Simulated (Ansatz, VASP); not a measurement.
# VICl (1T-VClI bilayer, like faces together): VASP beside Ansatz

Wanted: the spread between two codes on one cell, functional and k mesh. Of the first pair: The structure shown is the start of the Ansatz relaxation below; VASP solves that cell, so the two are compared at the walk's first step.

Main program and level: Ansatz 0.2.0; plane waves, with VASP 6.6.1 beside it; single point at PBE with D3(BJ).

### Step 1. Set-up

The cell holds 6 atoms: 2 I, 2 V and 2 Cl. Its edges and angles: a = 3.783 Å, b = 3.783 Å, c = 49.411 Å, α = 90.0°, β = 90.0°, γ = 120.0°. Vacuum lies along c.

### Step 2. Ansatz: relaxation, PBE with D3(BJ)

Ansatz runs on its default PAW (the set named soft_2) files.

The two programs are compared at the cell with which this relaxation starts, whose forces are those of its first step.

input.yaml

```yaml
crystal:
  lattice:
    - [3.7825655, 0.0, 0.0]
    - [-1.89128275, 3.2757978145, 0.0]
    - [0.0, 0.0, 49.4111348609]
  atoms:
    - { symbol: I, position: [0.6666666667, 0.3333333333, 0.4067908996] }
    - { symbol: V, position: [0.0, 0.0, 0.4442748485], spin: 1.0 }
    - { symbol: Cl, position: [0.3333333333, 0.6666666667, 0.4686305525] }
    - { symbol: I, position: [0.0, 0.0, 0.5932091004] }
    - { symbol: V, position: [0.3333333333, 0.6666666667, 0.5557251515], spin: 1.0 }
    - { symbol: Cl, position: [0.6666666667, 0.3333333333, 0.5313694475] }
  periodic: [true, true, false]
magnetization:
  spin_polarized: true
kpoints:
  mp_grid: { grid: [12, 12, 1] }
hamiltonian:
  xc: pbe
  dispersion: d3bj
scf:
  occupations: { method: fermi_dirac, width: 0.05 }
  convergence: { dr2_threshold: 1.0e-09 }
relax:
  f_tol: 0.004
  max_steps: 90
  cell: {}
output:
  write_potential: true
  write_density: true
  volumetric_format: npy
```

Run with:

```bash
> ansatz run input.yaml --threads 4 --pin off --max-ram 6144MiB --backend cpu --events-out ev --progress --plain --runs-dir out
```

Numbers of over 12 decimals in the logs are rounded to 6 here.

What it wrote:

```text
Warning: relax.cell: scf.convergence.dr2_threshold = 1e-9 eV is looser than the 1.62571798004e-10 eV advised for a relaxation that steers and ends on the stress (1e-10 eV for each atom of the cell: 6, times the square of relax.cell.stress_2d_tol = 0.05 N/m over 19.2 Å (the atoms' height at the walk's start and 5 Å past either face), 2.603e-2 GPa, over a crystal's default 0.05). What an SCF threshold leaves in a stress goes as its square root, and in the free energy as the threshold itself, and one threshold admits the most on a small cell: [figures from the program's tests cut] Set scf.convergence.dr2_threshold to 1.62571798004e-10 eV or tighter. [rest of the remark cut]
Engine: ansatz 0.2.0, x86_64-unknown-linux-gnu
Pseudopotentials: kind: paw
Pseudopotential: I, paw, valence charge 17, recommended cutoff 420 eV (normal), I.paw.azcp
Pseudopotential: V, paw, valence charge 13, recommended cutoff 420 eV (normal), V.paw.azcp
Pseudopotential: Cl, paw, valence charge 7, recommended cutoff 420 eV (normal), Cl.paw.azcp
Functional definition: PBE
  parameter kappa = 0.804
  parameter beta = 0.066725
  exchange = pbe_x(kappa = kappa, mu = beta*pi^2/3)
  correlation = pbe_c(beta = beta)
Crystal: 6 atoms, lattice volume = 612.249 Å³
Basis set: ecut = 420 eV, 12021 PW (Γ), exchange–correlation on 54×54×720 points (8 copies of the dense FFT grid, shifted against one another)
Bands: 46, of which v1, the nominal top of the filled ones, is band 37 counted from 1 (36 counted from 0)
Symmetry: 6 space group operations
Space group: P3m1 (ITA 156), of the structure as read, at distance tolerance 8.5e-5 Å
Magnetic group: BNS 156.49 (UNI 1279), of the structure as read, at distance tolerance 8.5e-5 Å
k-points: 19 of 144 (time reversal used)
Non-local potential: I, projectors of the file, l = 0: 2, l = 1: 2, l = 2: 2, l = 3: 2
Non-local potential: V, projectors of the file, l = 0: 3, l = 1: 2, l = 2: 3, l = 3: 1
Non-local potential: Cl, projectors of the file, l = 0: 2, l = 1: 2, l = 2: 2
PAW form: soft (Blöchl's): semilocal exchange-correlation on the pseudo side does not see the compensation charge
PAW one-centre angular grid: I, 590 points (default); XC on 64 Gauss nodes
PAW one-centre angular grid: V, 590 points (default); XC on 64 Gauss nodes
PAW one-centre angular grid: Cl, 110 points (default); XC on 64 Gauss nodes
Initial density: superposition of atomic densities (neutral atoms: chi_scale 0, normalization atom)
Starting moments: Σ|m| = 2 μB on 2 of 6 sites
Initial wavefunctions: pseudopotential atomic-orbital guess
Functional: x = pbe(κ = 0.804, μ = 0.219515), c = pbe(β = 0.066725)
iter 1 solved again at ethr=2.24e-3 eV; its pass at ethr=3.10e-3 eV (dr2=1.66e0 eV) is discarded
SCF iter   1: F=—  HF=-23012.715814 eV  |F-HF|=—  |Δ(HF+E_count)|=         —  Δρ=1.23e-2 (↑1.23e-2 ↓6.10e-3)  dr2=1.67e0  dr2_m=1.87e-1  M=2.553 μB ∫|m|=2.566 μB  β_m=0.30  ethr=2.24e-3  ⟨swp⟩=1.5  Hψ=13656  notcnv=0
Mixer restart at iter 1: flushing history
preconditioner: auto → LDOS  [metal: Δε(μ)=0.009 eV  Ē_g=6.786 eV  σ=0.050 eV  W_gap=0.04  n_scr=36 (ndim 8)  ℏωp=8.8 eV  f_vac=0.730  D(μ)=13.96/eV (n_scr^D=96)]
spin=Collinear: LDOS preconditioning applied to the charge; magnetization (m = ρ↑ − ρ↓) channel mixes plain (no charge-response kernel on spin).
SCF iter   2: F=—  HF=-23013.294631 eV  |F-HF|=—  |Δ(HF+E_count)|=   5.79e-1  Δρ=9.63e-3 (↑9.63e-3 ↓5.89e-3)  dr2=5.60e-1  dr2_m=2.03e-1  M=2.874 μB ∫|m|=2.886 μB  β_m=0.60  ethr=2.24e-3  ⟨swp⟩=3.6  Hψ=2627  notcnv=0
SCF iter   3: F=—  HF=-23014.074244 eV  |F-HF|=—  |Δ(HF+E_count)|=   7.80e-1  Δρ=9.34e-3 (↑9.04e-3 ↓9.34e-3)  dr2=3.22e-2  dr2_m=4.66e-1  M=4.260 μB ∫|m|=4.272 μB  β_m=0.80  ethr=7.57e-4  ⟨swp⟩=5.2  Hψ=4085  notcnv=0
SCF iter   4: F=—  HF=-23016.141610 eV  |F-HF|=—  |Δ(HF+E_count)|=         —  Δρ=1.80e-2 (↑1.80e-2 ↓1.61e-2)  dr2=4.88e-2  dr2_m=1.63e0  M=6.000 μB ∫|m|=6.087 μB  β_m=1.00  ethr=4.36e-5  ⟨swp⟩=3.3  Hψ=4266  notcnv=0  κ⁻¹=8.6e-3(r=2)
SCF iter   5: F=—  HF=-23015.996475 eV  |F-HF|=—  |Δ(HF+E_count)|=   1.45e-1  Δρ=1.75e-2 (↑1.75e-2 ↓1.54e-2)  dr2=4.87e-1  dr2_m=1.50e0  M=6.000 μB ∫|m|=6.137 μB  β_m=0.80  ethr=6.76e-5  ⟨swp⟩=5.3  Hψ=4642  notcnv=0  defer=18
SCF iter   6: F=—  HF=-23015.898026 eV  |F-HF|=—  |Δ(HF+E_count)|=   9.84e-2  Δρ=1.62e-2 (↑1.62e-2 ↓1.25e-2)  dr2=8.64e-1  dr2_m=1.14e0  M=6.000 μB ∫|m|=6.252 μB  β_m=0.34  ethr=6.76e-5  ⟨swp⟩=5.8  Hψ=5483  notcnv=0  defer=37
[...]
SCF iter   4: F=-23015.813585 eV  HF=-23015.813585 eV  |F-HF|=4.18e-10  |Δ(HF+E_count)|=  6.00e-10  Δρ=1.32e-7 (↑1.32e-7 ↓1.23e-7)  dr2=3.07e-10  dr2_m=2.36e-11  M=0.000 μB ∫|m|=6.290 μB  ethr=1.35e-12  ⟨swp⟩=14.1  Hψ=13039  notcnv=0
the starting moments were not kept: 1 of 2 ended reversed and 1 kept their direction, counting a site from 0.1 μB. The largest reversed, site 4 (counted from 0, in the order of the report's site_moments_mub), started with +1.0 μB and closes at -2.5e0 μB in its sphere. The net magnetisation is 2.5e-6 μB in size, at most 0.1 of the 2 μB that the starting moments add up to as vectors.
SCF 10 converged in 4 iterations: F = -23015.813585 eV  dr2 = 3.07e-10
relax step  10: F+E_penalty+E_count = -23015.81358482 eV  Δ(F+E_penalty+E_count) = +3.638e-10 eV  max|allowed force component| = 1.985e-3 eV/Å  Δτ_max = 0.0000 Å  P = +0.020 N/m  Ω = 630.999 Å³  fix = [c, alpha, beta]  reactions: c +0.000 N/m  stress off target by 2.03e-2 N/m on what of the cell is left free  SCF on the basis re-selected at this cell (its energy is not comparable with the rows above)  (4 SCF iters)
basis re-selected at this cell: Δ(F+E_penalty+E_count) = +3.638e-10 eV, ΔP = -0.000 N/m vs the last step (what re-selecting the basis moved, of the pressure what is left beyond the Pulay correction that the steps carried, after the strain that the cell walked since its last selection, with what the two solves' SCF thresholds leave and, on support functions, any second-order correction that the steps lacked; it is no  [...]
WARN: The output density's exchange-correlation potential varies sharply where the density is thin. Do not read a vacuum level from v_tot or v_xc, or from such a field of the output density. On a cell that repeats whose density bears no net charge and no dipole along the vacuum's axis use v_es (v_loc + v_h of the components); under efield.dipole_correction with no amplitude use v_es + v_field, which holds any externa [...]
SCF converged after 4 iterations
Magnetization: 0.0000 μB (37.0000 up, 37.0000 down)
Absolute magnetization: 6.2914 μB (∫|ρ↑−ρ↓|, with the PAW one-centre terms)
Spin contamination: 3.0378 ħ² per cell (⟨S²⟩ above its minimum at these occupations)
Per-site moments (μB) at R_I (Å): [(-0.030109, 1.150069), (2.470421, 1.043239), (0.00418121, 1.043239), (0.030252, 1.149967), (-2.471655, 1.043469), (-0.00494401, 1.043469)]
Free energy (F): -23015.813585 eV
Harris-Foulkes:  -23015.813585 eV  (|F-HF|=4.18e-10)
Internal energy: -23015.813579 eV  (E = F + TS)
E sigma→0 (E₀):  -23015.813582 eV
Entropy (-TS):   -0.000005 eV (-0.001 meV/atom)
Fermi energy:    -3.591814 eV
--- Per-component energies (eV) ---
  E_band       = -2150.781749
  E_kinetic    = 1370.348049
  E_local      = -334114.679814  (includes V_loc(G=0)·N_el)
  E_nonlocal   = -200.797773
  E_hartree    = 166429.468442
  E_xc         = -727.757564
  E_vxc        = -827.217681  (∫ρ·V_xc dr)
  E_paw        = -13186.927582  (= ΣΔE_a)
  E_vpaw       = -1237.372847  (= ΣTr[D̂ρ^β])
  E_aug_tail   = 0.000706  (compensation charges beyond the density's cutoff)
  E_ewald      = 157416.197148
  E_disp       = -1.665191  (pairwise vdW)
  E_smearing   = -0.000005  (= −TS)
  E_closure    = 0.000000  (closes the sum)
  Σ components = -23015.813585   (vs F -23015.813585, Δ=0.00e0)
--- Forces (eV/Å), atoms counted from 1 ---
  atom   1  I      0.00000000    -0.00000000    -0.00198443
  atom   2  V     -0.00000000     0.00000000     0.00148299
  atom   3  Cl    -0.00000000     0.00000000     0.00071995
  atom   4  I      0.00000000    -0.00000000     0.00192411
  atom   5  V     -0.00000000     0.00000000    -0.00080026
  atom   6  Cl     0.00000000     0.00000000    -0.00134097
  max |Σ_I F_I| component: 1.39e-6 eV/Å
--- 2D stress c σ (N/m, compression-positive) ---
        0.020320       0.000000      -0.000000
       -0.000000       0.020320      -0.000000
       -0.000000      -0.000000       0.000000
  P = ½ c Tr σ = 0.0203 N/m
--- Band table (eV; the first three rows and the last of 38) ---
  k-point 0 ↑: bands = [... 33 lower, -5.9942, -4.8613, -4.8613, -4.5233, -2.5149, -2.5149, -2.3275, -2.3275, ... 5 higher]
  k-point 1 ↑: bands = [... 33 lower, -6.0817, -4.8316, -4.7647, -4.4381, -2.7015, -2.5478, -2.3541, -2.2244, ... 5 higher]
  k-point 2 ↑: bands = [... 33 lower, -6.2983, -4.8626, -4.5847, -4.3115, -2.9411, -2.6085, -2.4333, -1.9675, ... 5 higher]
  k-point 18 ↓: bands = [... 33 lower, -7.5108, -4.5814, -4.4707, -4.1785, -3.0086, -2.3741, -1.9149, -1.8947, ... 5 higher]
  the weakly bound empty levels are not read free of the cell's end (no_gap_told)
--- Relaxed structure (8 steps of the walk, 8 accepted, 2 SCFs on fresh bases) ---
  F+E_penalty+E_count = -23015.81358482 eV   max|allowed force component| = 1.985e-3 eV/Å   (the final SCF, on the basis selected at the relaxed cell)
  cell:  # Å, volume = 630.9990 Å³
    - [3.840047, 0.0, 0]
    - [-1.920024, 3.325579, 0]
    - [0, 0, 49.4111348609]
  atoms:
    - { symbol: I, position: [0.666667, 0.333333, 0.412104] }
    - { symbol: V, position: [1.9747159714257022e-18, 0, 0.446317] }
    - { symbol: Cl, position: [0.333333, 0.666667, 0.470945] }
    - { symbol: I, position: [-5.134530956691204e-18, 0, 0.587899] }
    - { symbol: V, position: [0.333333, 0.666667, 0.553693] }
    - { symbol: Cl, position: [0.666667, 0.333333, 0.529042] }
```

[end of part 1 of 2]

[Lines on the potential files, build, host, timing and source positions are cut from VASP's logs without a mark.]

[Logs are printed without paths, hosts, clocks, repeated set-up lines and the standing remarks that a program may print on its own settings, such as how far it seeks lower states.]

[Hosts, paths, dates, database ids (printed as entryN), source tags and the programs' standing remarks are cut or masked in the printed files.]
